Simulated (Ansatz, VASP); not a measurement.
**FeSi2 (Linzhiite): VASP beside Ansatz**

One calculation is typed for both programs; each brings its own data sets. How far apart do they land? The cell is taken from a series of runs on this material, whose earlier steps may have relaxed, scaled, displaced or heated it; both programs get it as it stands. Other levels of theory on this material are compared in a session of their own.

Calculated with Ansatz 0.2.0; plane waves, with VASP 6.6.1 beside it; relaxation of cell and atoms at PBEsol.

**1. Set-up**

The structure is tetragonal, space group P4/mmm (No. 123). The conventional cell has a = 2.676 Å, b = 2.676 Å, c = 5.106 Å, α = 90.00°, β = 90.00°, γ = 90.00°. Nearest to Si lie 1 Si at 2.33 Å and 4 Fe at 2.35 Å. Fe has 8 Si at 2.35 Å nearest. Farther neighbours are not listed.

**2. VASP: relaxation of cell and atoms, PBEsol**

The relaxed volume is the usual yardstick between codes: in a stiff, nearly cubic crystal its relative difference is about their pressure difference at one cell divided by the bulk modulus.

Lines of VASP's logs that name or quote its potential files are left out, and so is its time.

INCAR

```
SYSTEM = FeSi2
PREC = Accurate
ENCUT = 600
EDIFF = 1E-07
NELM = 120
ISMEAR = 1
SIGMA = 0.2
LREAL = .FALSE.
ALGO = Normal
GGA = PS
NBANDS = 14
LASPH = .TRUE.
LORBIT = 11
LWAVE = .FALSE.
LCHARG = .FALSE.
ISIF = 3
IBRION = 2
NSW = 80
EDIFFG = -0.005
GGA_COMPAT = .FALSE.
NELMIN = 4
KPAR = 2
```

POSCAR

```
FeSi2
1.0
    2.6762780000      0.0000000000      0.0000000000
    0.0000000000      2.6762780000      0.0000000000
    0.0000000000      0.0000000000      5.1063620000
Si Fe
2 1
Direct
    0.5000000000      0.5000000000      0.2719374380
    0.5000000000      0.5000000000      0.7280625620
    0.0000000000      0.0000000000      0.0000000000
```

KPOINTS

```
Automatic mesh
0
Gamma
16 16 8
0 0 0
```

Potentials, in the order of the species: Si and Fe (PBE family, release 64).

The run is started by

```bash
mpirun -np 2 vasp_std
```

Numbers of over 12 decimals in the logs are rounded to 6 here.

What it wrote:

```text
[banner, memory and clock lines left out]
running    2 mpi-ranks, on    1 nodes
 distrk:  each k-point on    1 cores,    2 groups
 distr:  one band on    1 cores,    1 groups

 POSCAR found type information on POSCAR SiFe
 POSCAR found :  2 types and       3 ions
|                                                                             |
|               ----> ADVICE to this user running VASP <----                  |
|                                                                             |
|     You enforced a specific xc type in the INCAR file but a different       |
|     [... a line on the potential file left out ...]
|     I HOPE YOU KNOW WHAT YOU ARE DOING!                                     |
|                                                                             |

 LDA part: xc-table for (Slater+PW92), standard interpolation
 POSCAR, INCAR and KPOINTS ok, starting setup
 FFT: planning ... GRIDC
 FFT: planning ... GRID_SOFT
 FFT: planning ... GRID
 WAVECAR not read
 entering main loop
       N       E                     dE             d eps       ncg     rms          rms(c)
DAV:   1     0.672664641459E+02    0.67266E+02   -0.78383E+03  6332   0.130E+03
DAV:   2    -0.194591719057E+02   -0.86726E+02   -0.77355E+02  6468   0.231E+02
DAV:   3    -0.236571703984E+02   -0.41980E+01   -0.40230E+01  8506   0.565E+01
DAV:   4    -0.237548065327E+02   -0.97636E-01   -0.97482E-01  7236   0.795E+00
DAV:   5    -0.237574062536E+02   -0.25997E-02   -0.25992E-02  8582   0.140E+00    0.178E+01
DAV:   6    -0.268049622863E+02   -0.30476E+01   -0.19887E+01  8100   0.106E+02    0.198E+01
DAV:   7    -0.221018152344E+02    0.47031E+01   -0.16249E+01  8398   0.940E+01    0.518E+00
DAV:   8    -0.219856331672E+02    0.11618E+00   -0.69510E-01  8466   0.851E+00    0.188E+00
DAV:   9    -0.219526453940E+02    0.32988E-01   -0.72782E-02  8458   0.550E+00    0.710E-01
DAV:  10    -0.219509351949E+02    0.17102E-02   -0.48129E-03  7836   0.642E-01    0.112E-01
DAV:  11    -0.219509164431E+02    0.18752E-04   -0.22153E-04  8686   0.208E-01    0.658E-02
DAV:  12    -0.219509091431E+02    0.73000E-05   -0.21751E-05  8394   0.528E-02    0.108E-02
DAV:  13    -0.219509089507E+02    0.19245E-06   -0.16706E-06  8670   0.162E-02    0.663E-03
DAV:  14    -0.219509090560E+02   -0.10537E-06   -0.23023E-07  6578   0.362E-03    0.256E-03
DAV:  15    -0.219509090307E+02    0.25324E-07   -0.44445E-08  4344   0.350E-03
   1 F= -.21950909E+02 E0= -.21951256E+02  d E =-.219509E+02
 curvature:   0.00 expect dE= 0.000E+00 dE for cont linesearch  0.000E+00
 trial: gam= 0.00000 g(F)=  0.458E-04 g(S)=  0.387E-03 ort = 0.000E+00 (trialstep = 0.100E+01)
 search vector abs. value=  0.433E-03
 bond charge predicted
       N       E                     dE             d eps       ncg     rms          rms(c)
DAV:   1    -0.219534880930E+02   -0.25790E-02   -0.32145E-02  6920   0.340E+00    0.519E-01
DAV:   2    -0.219609699827E+02   -0.74819E-02   -0.36601E-02  8384   0.506E+00    0.846E-01
DAV:   3    -0.219509024781E+02    0.10068E-01   -0.17570E-02  8384   0.356E+00    0.957E-02
DAV:   4    -0.219508320897E+02    0.70388E-04   -0.55059E-04  6584   0.187E-01    0.287E-02
DAV:   5    -0.219508233184E+02    0.87713E-05   -0.18891E-05  9504   0.959E-02    0.760E-03
DAV:   6    -0.219508226925E+02    0.62594E-06   -0.19827E-06  7162   0.149E-02    0.241E-03
DAV:   7    -0.219508226654E+02    0.27095E-07   -0.19869E-07  6090   0.639E-03
   2 F= -.21950823E+02 E0= -.21951154E+02  d E =0.863653E-04
 trial-energy change:    0.000086  1 .order    0.000081   -0.000433    0.000594
 step:   0.4133(harm=  0.4216)  dis= 0.00043  next Energy=   -21.950998 (dE=-0.891E-04)
 bond charge predicted
       N       E                     dE             d eps       ncg     rms          rms(c)
DAV:   1    -0.219519024676E+02   -0.10798E-02   -0.11029E-02  6926   0.199E+00    0.304E-01
DAV:   2    -0.219544173483E+02   -0.25149E-02   -0.12348E-02  8340   0.293E+00    0.493E-01
DAV:   3    -0.219510253291E+02    0.33920E-02   -0.60051E-03  8302   0.211E+00    0.569E-02
DAV:   4    -0.219509995447E+02    0.25784E-04   -0.19139E-04  6760   0.120E-01    0.156E-02
DAV:   5    -0.219509976715E+02    0.18732E-05   -0.57520E-06  9860   0.464E-02    0.493E-03
DAV:   6    -0.219509978114E+02   -0.13986E-06   -0.43749E-07  7268   0.716E-03    0.130E-03
DAV:   7    -0.219509978349E+02   -0.23547E-07   -0.42179E-08  3750   0.303E-03
   3 F= -.21950998E+02 E0= -.21951338E+02  d E =-.888042E-04
 curvature:  -0.21 expect dE=-0.196E-06 dE for cont linesearch -0.602E-07
 trial: gam=-0.02353 g(F)=  0.105E-06 g(S)=  0.827E-06 ort = 0.111E-04 (trialstep = 0.883E+00)
 search vector abs. value=  0.649E-06
 reached required accuracy - stopping structural energy minimisation
```

OUTCAR, selected parts (step 2):

```text
ion  position               nearest neighbor table
   1  0.500  0.500  0.272-   2 2.33   3 2.35   3 2.35   3 2.35   3 2.35   2 2.78
   2  0.500  0.500  0.728-   1 2.33   3 2.35   3 2.35   3 2.35   3 2.35   1 2.78
   3  0.000  0.000  0.000-   1 2.35   2 2.35   1 2.35   2 2.35   1 2.35   2 2.35   1 2.35   2 2.35

  LATTYP: Found a simple tetragonal cell.
 ALAT       =     2.6762780000
 C/A-ratio  =     1.9080088092

 Subroutine GETGRP returns: Found 16 space group operations
 (whereof 16 operations were pure point group operations)

The static configuration has the point symmetry D_4h.

 Found    225 irreducible k-points:

   k-points           NKPTS =    225   k-points in BZ     NKDIM =    225   number of bands    NBANDS=     14

   dimension x,y,z NGX =    24 NGY =   24 NGZ =   42
   dimension x,y,z NGXF=    48 NGYF=   48 NGZF=   84

   ENCUT  =  600.0 eV  44.10 Ry    6.64 a.u.   5.35  5.35 10.20*2*pi/ulx,y,z

   NELECT =      16.0000    total number of electrons

 k-points in reciprocal lattice and weights: Automatic mesh
   0.00000000  0.00000000  0.00000000       0.000
   0.06250000  0.00000000  0.00000000       0.002
   0.12500000  0.00000000  0.00000000       0.002
   0.18750000  0.00000000  0.00000000       0.002
   0.25000000  0.00000000  0.00000000       0.002
   0.31250000  0.00000000  0.00000000       0.002
   0.37500000  0.00000000  0.00000000       0.002
   0.43750000  0.00000000  0.00000000       0.002
   0.50000000  0.00000000  0.00000000       0.001
[...]
0.50000000  0.43750000  0.50000000       0.002
   0.50000000  0.50000000  0.50000000       0.000

 average (electrostatic) potential at core
       1 -79.6012       2 -79.6012       3 -39.2121

 E-fermi :  10.0299

 k-point     1 :       0.0000    0.0000    0.0000
  band No.  band energies     occupation
    ...
      4       6.4118      2.00000
      5       8.3479      2.00000
      6       8.5143      2.00000
      7       8.5143      2.00000
      8       9.3996      2.00008
      9      14.6351      0.00000
     10      14.6351      0.00000
     11      16.5825      0.00000
     12      17.1659      0.00000
     13      18.0476      0.00000
    ...

 k-point     2 :       0.0625    0.0000    0.0000
  band No.  band energies     occupation
    ...
      4       6.4117      2.00000
      5       8.3447      2.00000
      6       8.4430      2.00000
      7       8.5294      2.00000
      8       9.3266      2.00001
      9      13.7413     -0.00000
     10      14.7473      0.00000
     11      16.6759      0.00000
     12      17.4879      0.00000
     13      17.5812      0.00000
    ...

 k-point     3 :       0.1250    0.0000    0.0000
  band No.  band energies     occupation
    ...
      4       6.3835      2.00000
      5       8.2401      2.00000
      6       8.3145      2.00000
      7       8.5726      2.00000
      8       9.1306      2.00000
      9      12.2907     -0.00000
     10      15.0649      0.00000
     11      16.2373      0.00000
     12      16.9751      0.00000
     13      17.6850      0.00000
    ...

  Total       -0.0012658     -0.0012658      0.0069446      0.0000000      0.0000000      0.0000000
  in kB       -0.0553507     -0.0553507      0.3036809      0.0000000      0.0000000      0.0000000
  external PRESSURE =       0.0643265 kB  Pullay stress =       0.0000000 kB

  energy-cutoff  :      600.00
  volume of cell :       36.64
      direct lattice vectors                 reciprocal lattice vectors
     2.677673054  0.000000000  0.000000000     0.373458589  0.000000000  0.000000000
     0.000000000  2.677673054  0.000000000     0.000000000  0.373458589  0.000000000
    -0.000000000  0.000000000  5.110045721    -0.000000000  0.000000000  0.195692965

 POSITION                                       TOTAL-FORCE (eV/Angst)
 -----------------------------------------------------------------------------------
      1.33884      1.33884      1.39005        -0.000000     -0.000000      0.001044
      1.33884      1.33884      3.72000         0.000000      0.000000     -0.001044
      0.00000      0.00000      0.00000         0.000000     -0.000000      0.000000
 -----------------------------------------------------------------------------------
    total drift:                               -0.000000      0.000000     -0.000000

  FREE ENERGIE OF THE ION-ELECTRON SYSTEM (eV)
  ---------------------------------------------------
  free  energy   TOTEN  =       -21.9509978349 eV

  energy  without entropy=      -21.9520188263  energy(sigma->0) =      -21.95133817

 reached required accuracy - stopping structural energy minimisation

 total charge
# of ion       s       p       d       tot
------------------------------------------
    1        0.733   0.899   0.000   1.632
    2        0.733   0.899   0.000   1.632
    3        0.469   0.707   6.710   7.887
--------------------------------------------------
tot          1.936   2.505   6.710  11.151

[... 3 further parts left out ...]
```

(Continued in part 2 of 2.)

[Lines on the potential files, build, host, timing and source positions are cut from VASP's logs without a mark.]

[Logs are printed without paths, hosts, clocks, repeated set-up lines and the standing remarks that a program may print on its own settings, such as how far it seeks lower states.]

[Hosts, paths, dates, database ids (printed as entryN), source tags and the programs' standing remarks are cut or masked in the printed files.]
